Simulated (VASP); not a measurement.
Write the native input for VASP 6.6.1 that does the following.

```yaml
Task: single point
Functional: PBE
Dispersion: D3(BJ)
Potentials_or_basis: VASP PAW PBE potentials, release 64 (S, C, O, H)
Cutoff: 520 eV
k_mesh: 1 × 1 × 1
Occupations: fermi-dirac, width 0.05 eV
Spin: no spin polarisation
Dipole_correction: no
Further_INCAR_settings: LREAL = Auto; ALGO = Fast; EDIFF = 1e-07; NBANDS = 51
```

The structure of H2CS2O lies in POSCAR:

```
H2CS2O
1.0
    7.9738730000      0.0000000000      0.0000000000
    0.0000000000      7.9738730000      0.0000000000
    0.0000000000      0.0000000000      7.9738730000
S C O H
6 3 3 6
Direct
    0.9042280959      0.9197788829      0.6879342071
    1.0219626021      0.9923659431      0.3239956292
    0.3972975241      0.2975216686     -0.0550297202
    0.6273990067      0.0154630002      0.0806258138
    1.0262139866      0.6453827394      0.0204417602
    0.8733648003      0.4510229847      0.3320218418
    0.9846908773      0.9667322266      0.5157970286
    0.5114453165      0.1548557395      0.0049913010
    0.9302505821      0.5642302053      0.1765515954
    0.1388660191      0.5522535912      0.5884718756
    0.3629729242      0.8994625322      0.6877837156
    0.9490494770      0.2732298345      0.9689645170
    0.2160681516      0.6305467870      0.6413069283
    0.0901318594      0.4724680215      0.6765971818
    0.2899720123      0.8542774634      0.7733882895
    0.3201706373      0.8948976238      0.5752160838
    0.8891914883      0.1824207634      0.9069118608
    0.9388160559      0.3826622270      0.9228514174
```

The cell was built by a generator and needn't be a form met in nature.

One way to write it, as run:

INCAR

```
PREC = Accurate
ENCUT = 520
EDIFF = 1E-7
ISMEAR = -1
SIGMA = 0.05
LREAL = Auto
LASPH = T
NELM = 100
ALGO = Fast
ISIF = 2
LWAVE = F
LCHARG = F
GGA = PE
IVDW = 12
NBANDS = 51
```

KPOINTS

```
regular mesh
0
Gamma
  1 1 1
```

Potentials or basis: VASP PAW PBE potentials, release 64 (S, C, O, H).

Launch:

```bash
$ cat potpaw_PBE.64/S/POTCAR potpaw_PBE.64/C/POTCAR potpaw_PBE.64/O/POTCAR potpaw_PBE.64/H/POTCAR > POTCAR
$ mpirun -np 1 vasp_gam > vasp.out
```

Results of the run:

The pressure is -0.8 GPa and the largest force is 2.643 eV/Å. The band gap on the k mesh is 3.10 eV, direct and the dispersion energy per atom is -0.060 eV.

It took 55 s on 1 thread of AMD EPYC 7R43 64-Core Processor (Zen 3), with other jobs on the host, peak memory 0.46 GiB.
